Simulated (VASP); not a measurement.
Input:

```
Tc
1.0
    1.39740    -2.42037     0.00000
    1.39740     2.42037     0.00000
    0.00000     0.00000     4.47780
Tc
2
Direct
  0.33333   0.66667   0.25000
  0.66667   0.33333   0.75000
```

Computed with PBE GGA, VASP's PBE PAW potentials (set 64) (plane waves; VASP 6.6.1). Run with 400 eV cut-off, 13×13×8 Γ-centred mesh, first-order Methfessel-Paxton smearing of 0.10 eV, potentials Tc_pv.

### Question
Give the stress tensor in GPa (positive for a compressed cell).

### Answer

```
-14.49    0.00    0.00
  0.00  -14.49    0.00
  0.00    0.00  -14.26
```
The pressure is its mean diagonal, -14.41 GPa.

The compound is Tc in the hcp structure. The cell was not relaxed at this level.
